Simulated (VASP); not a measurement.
Computed with optB86b-vdW, VASP's PBE PAW potentials (set 64) (plane waves; VASP).

The input files of a VASP run:

**KPOINTS**
```
Automatic mesh
0
Gamma
11 11 9
0 0 0
```

**INCAR**
```
LCHARG = .FALSE.
LREAL = .FALSE.
SYSTEM = MgB2
ENCUT = 520
LASPH = .TRUE.
EDIFF = 1E-7   ! SCF stop (eV)
IBRION = 2   ! conjugate gradients
LWAVE = .FALSE.
ISIF = 4   ! ions and shape, fixed volume
GGA = MK
ISMEAR = 1   ! Methfessel-Paxton
PARAM1 = 0.1234
NELM = 100   ! most electronic steps
NSW = 30
ALGO = Normal   ! blocked Davidson
PARAM2 = 1.0
AGGAC = 0.0
SIGMA = 0.1   ! width (eV)
LUSE_VDW = .TRUE.
PREC = Accurate
EDIFFG = -0.01   ! ionic stop
```

**POSCAR**
```
MgB2
1
    1.5705095375    -2.7202018100     0.0000000000
    1.5705095375     2.7202018100     0.0000000000
    0.0000000000     0.0000000000     3.5481568984
Mg B
1 2
Direct
  0.0000000000   0.0000000000   1.0000000000
  0.3333330000   0.6666670000   0.5000000000
  0.6666670000   0.3333330000   0.5000000000
```

POTCAR, in this order: Mg B (PBE.64 set). Program: vasp_std.

What VASP printed:

OUTCAR:
```
 ion  position               nearest neighbor table
   1  0.000  0.000  0.000-   2 2.54   3 2.54   2 2.54   3 2.54   3 2.54   3 2.54   2 2.54   2 2.54
                             3 2.54   3 2.54   2 2.54   2 2.54
   2  0.333  0.667  0.500-   3 1.81   3 1.81   3 1.81   1 2.54   1 2.54   1 2.54   1 2.54   1 2.54
                             1 2.54
   3  0.667  0.333  0.500-   2 1.81   2 1.81   2 1.81   1 2.54   1 2.54   1 2.54   1 2.54   1 2.54
                             1 2.54
  LATTYP: Found a hexagonal cell.
 ALAT       =     3.1410186396
 C/A-ratio  =     1.1296198162
 Subroutine PRICEL returns:
 Original cell was already a primitive cell.
 Subroutine GETGRP returns: Found 24 space group operations
The static configuration has the point symmetry D_6h.
The dynamic configuration has the point symmetry D_6h.
 Subroutine INISYM returns: Found 24 space group operations
 Subroutine IBZKPT returns following result:
 Found     80 irreducible k-points:

 Following reciprocal coordinates:
            Coordinates               Weight
  0.000000  0.000000  0.000000      1.000000
  0.090909  0.000000  0.000000      6.000000
  0.181818  0.000000  0.000000      6.000000
  0.272727 -0.000000  0.000000      6.000000
  0.363636 -0.000000  0.000000      6.000000
  0.454545  0.000000  0.000000      6.000000
  0.090909  0.090909  0.000000      6.000000
  0.181818  0.090909  0.000000     12.000000
  0.272727  0.090909  0.000000     12.000000
  0.363636  0.090909  0.000000     12.000000
  0.454545  0.090909  0.000000      6.000000
  0.181818  0.181818  0.000000      6.000000
  0.272727  0.181818  0.000000     12.000000
  0.363636  0.181818  0.000000     12.000000
  0.272727  0.272727  0.000000      6.000000
  0.363636  0.272727  0.000000      6.000000
  0.000000  0.000000  0.111111      2.000000
  0.090909  0.000000  0.111111     12.000000
  0.181818  0.000000  0.111111     12.000000
  0.272727 -0.000000  0.111111     12.000000
  0.363636 -0.000000  0.111111     12.000000
  0.454545  0.000000  0.111111     12.000000
  0.090909  0.090909  0.111111     12.000000
  0.181818  0.090909  0.111111     24.000000
  0.272727  0.090909  0.111111     24.000000
  0.363636  0.090909  0.111111     24.000000
  0.454545  0.090909  0.111111     12.000000
  0.181818  0.181818  0.111111     12.000000
  0.272727  0.181818  0.111111     24.000000
  0.363636  0.181818  0.111111     24.000000
  0.272727  0.272727  0.111111     12.000000
  0.363636  0.272727  0.111111     12.000000
  0.000000  0.000000  0.222222      2.000000
  0.090909  0.000000  0.222222     12.000000
  0.181818  0.000000  0.222222     12.000000
  0.272727 -0.000000  0.222222     12.000000
  0.363636 -0.000000  0.222222     12.000000
  0.454545  0.000000  0.222222     12.000000
  0.090909  0.090909  0.222222     12.000000
  0.181818  0.090909  0.222222     24.000000
   k-points           NKPTS =     80   k-points in BZ     NKDIM =     80   number of bands    NBANDS=      8
   number of dos      NEDOS =    301   number of ions     NIONS =      3
   total plane-waves  NPLWV =  16128
   dimension x,y,z NGX =    24 NGY =   24 NGZ =   28
   dimension x,y,z NGXF=    48 NGYF=   48 NGZF=   56
   ions per type =               1   2
   PREC   = accura    normal or accurate (medium, high low for compatibility)
   ISTART =      0    job   : 0-new  1-cont  2-samecut
   ICHARG =      2    charge: 1-file 2-atom 10-const
   ISPIN  =      1    spin polarized calculation?
   LNONCOLLINEAR =      F non collinear calculations
   LSORBIT =      F    spin-orbit coupling
   INIWAV =      1    electr: 0-lowe 1-rand  2-diag
   ENCUT  =  520.0 eV  38.22 Ry    6.18 a.u.   5.84  5.84  6.60*2*pi/ulx,y,z
...
```

### OSZICAR
```
       N       E                     dE             d eps       ncg     rms          rms(c)
DAV:   1     0.762500861276E+01    0.76250E+01   -0.38973E+03  1352   0.832E+02
DAV:   2    -0.139092171179E+02   -0.21534E+02   -0.20689E+02  1816   0.107E+02
DAV:   3    -0.142489504592E+02   -0.33973E+00   -0.33392E+00  1704   0.157E+01
DAV:   4    -0.142495496725E+02   -0.59921E-03   -0.59922E-03  1952   0.607E-01
DAV:   5    -0.142495503155E+02   -0.64302E-06   -0.64300E-06  1656   0.125E-02    0.497E+00
DAV:   6    -0.129787612415E+02    0.12708E+01   -0.21512E+00  1408   0.786E+00    0.245E+00
DAV:   7    -0.127611917651E+02    0.21757E+00   -0.12791E+00  1552   0.598E+00    0.762E-01
DAV:   8    -0.127606122889E+02    0.57948E-03   -0.16589E-01  1424   0.244E+00    0.508E-01
DAV:   9    -0.127507572581E+02    0.98550E-02   -0.34390E-02  1456   0.105E+00    0.579E-02
DAV:  10    -0.127508028678E+02   -0.45610E-04   -0.84697E-04  1832   0.224E-01    0.322E-02
DAV:  11    -0.127507889426E+02    0.13925E-04   -0.16075E-04  1376   0.748E-02    0.774E-03
DAV:  12    -0.127507854648E+02    0.34777E-05   -0.12575E-05  1504   0.217E-02    0.103E-03
DAV:  13    -0.127507854756E+02   -0.10787E-07   -0.51153E-07  1864   0.507E-03
   1 F= -.12750785E+02 E0= -.12750412E+02  d E =-.127508E+02
       N       E                     dE             d eps       ncg     rms          rms(c)
DAV:   1    -0.127672413983E+02   -0.16456E-01   -0.23021E-01  1784   0.369E+00    0.297E-01
DAV:   2    -0.127620729609E+02    0.51684E-02   -0.12012E-02  1720   0.676E-01    0.103E-01
DAV:   3    -0.127614738346E+02    0.59913E-03   -0.21338E-03  1664   0.254E-01    0.297E-02
DAV:   4    -0.127614506654E+02    0.23169E-04   -0.98649E-05  1736   0.780E-02    0.440E-03
DAV:   5    -0.127614496747E+02    0.99066E-06   -0.34944E-06  1568   0.129E-02    0.117E-03
DAV:   6    -0.127614497645E+02   -0.89774E-07   -0.14121E-07  1472   0.333E-03
   2 F= -.12761450E+02 E0= -.12761449E+02  d E =-.106643E-01
       N       E                     dE             d eps       ncg     rms          rms(c)
DAV:   1    -0.127627731381E+02   -0.13235E-02   -0.21973E-02  1768   0.115E+00    0.941E-02
DAV:   2    -0.127622840721E+02    0.48907E-03   -0.11107E-03  1744   0.206E-01    0.396E-02
DAV:   3    -0.127622081699E+02    0.75902E-04   -0.30723E-04  1624   0.938E-02    0.104E-02
DAV:   4    -0.127622060461E+02    0.21238E-05   -0.11618E-05  1600   0.268E-02    0.162E-03
DAV:   5    -0.127622059396E+02    0.10642E-06   -0.48239E-07  1608   0.433E-03    0.502E-04
DAV:   6    -0.127622059404E+02   -0.78839E-09   -0.24508E-08   960   0.125E-03
   3 F= -.12762206E+02 E0= -.12762279E+02  d E =-.114205E-01
```

**OUTCAR**
```
------------------------ aborting loop because EDIFF is reached ----------------------------------------
  FORCE on cell =-STRESS in cart. coord.  units (eV):
  Direction    XX          YY          ZZ          XY          YZ          ZX
  --------------------------------------------------------------------------------------
  Total       -1.4024883     -1.4024878     -1.3951260      0.0000000     -0.0000000     -0.0000000
  in kB      -74.1199833    -74.1199582    -73.7308956      0.0000000     -0.0000000     -0.0000000
  external PRESSURE =     -73.9902791 kB  Pullay stress =       0.0000000 kB
  volume of cell :       30.32
      direct lattice vectors                 reciprocal lattice vectors
     1.557408259 -2.697509776  0.000000000     0.321046198 -0.185356140  0.000000000
     1.557408259  2.697509776 -0.000000000     0.321046198  0.185356140  0.000000000
    -0.000000000 -0.000000000  3.608103764    -0.000000000  0.000000000  0.277153892
 POSITION                                       TOTAL-FORCE (eV/Angst)
 -----------------------------------------------------------------------------------
     -0.00000     -0.00000      0.00000         0.000000      0.000000      0.000000
      1.55741      0.89917      1.80405         0.000000      0.000000     -0.000000
      1.55741     -0.89917      1.80405        -0.000000     -0.000000      0.000000
 -----------------------------------------------------------------------------------
    total drift:                                0.000000     -0.000000      0.000000
  FREE ENERGIE OF THE ION-ELECTRON SYSTEM (eV)
  ---------------------------------------------------
  free  energy   TOTEN  =       -12.7622059404 eV

  energy  without entropy=      -12.7624252696  energy(sigma->0) =      -12.76227905

 reached required accuracy - stopping structural energy minimisation
```
(Selected blocks of OUTCAR.)

**CONTCAR**
```
MgB2
   1.00000000000000
     1.5574082589330260   -2.6975097757779158    0.0000000000000000
     1.5574082589330260    2.6975097757779158   -0.0000000000000000
    -0.0000000000000000   -0.0000000000000000    3.6081037635240527
  Mg              B
     1     2
Direct
     0.0000000000000000    0.0000000000000000    0.0000000000000000
     0.3333330000000032    0.6666669999999968    0.5000000000000000
     0.6666669999999968    0.3333330000000032    0.5000000000000000
```

File OUTCAR:
```
 val. band max:        4.7780167209   @ k =   0.3636   0.1818   0.3333

 cond. band min:       4.8492377659   @ k =   0.3636   0.0909   0.4444


 Fermi energy:         4.8462487395

 k-point     1 :       0.0000    0.0000    0.0000
  band No.  band energies     occupation
      1      -7.1880      2.00000
      2       1.9735      2.00000
      3       5.3177     -0.00000
      4       5.3177     -0.00000
      5       6.3109     -0.00000
      6      11.2253      0.00000
      7      11.2254      0.00000
      8      12.8105      0.00000

 k-point     2 :       0.0909    0.0000    0.0000
  band No.  band energies     occupation
      1      -7.0476      2.00000
      2       2.1121      2.00000
      3       4.6182      2.00582
      4       4.9982     -0.05352
      5       6.4446     -0.00000
      6      11.0902      0.00000
      7      11.8259      0.00000
      8      13.1366      0.00000

 k-point     3 :       0.1818    0.0000    0.0000
  band No.  band energies     occupation
      1      -6.6283      2.00000
      2       2.5239      2.00000
      3       3.0355      2.00000
      4       4.3219      2.00000
      5       6.8481      0.00000
      6      10.5962      0.00000
      7      12.8108      0.00000
      8      13.3285      0.00000

 k-point     4 :       0.2727   -0.0000    0.0000
  band No.  band energies     occupation
      1      -5.9363      2.00000
      2       1.2036      2.00000
      3       3.1936      2.00000
      4       3.6515      2.00000
      5       7.4911      0.00000
      6      10.0499      0.00000
      7      11.1178      0.00000
      8      13.8010      0.00000

 k-point     5 :       0.3636   -0.0000    0.0000
  band No.  band energies     occupation
      1      -4.9849      2.00000
      2      -0.5899      2.00000
      3       3.1544      2.00000
      4       4.0703      2.00000
      5       8.2747      0.00000
      6       9.4080      0.00000
      7       9.6981      0.00000
...
```

The compound is MgB2 in the AlB2 type structure. This cell is one point of a volume scan, at 1.06 of the reference volume. Symmetry was kept, so distortions that lower it aren't found.
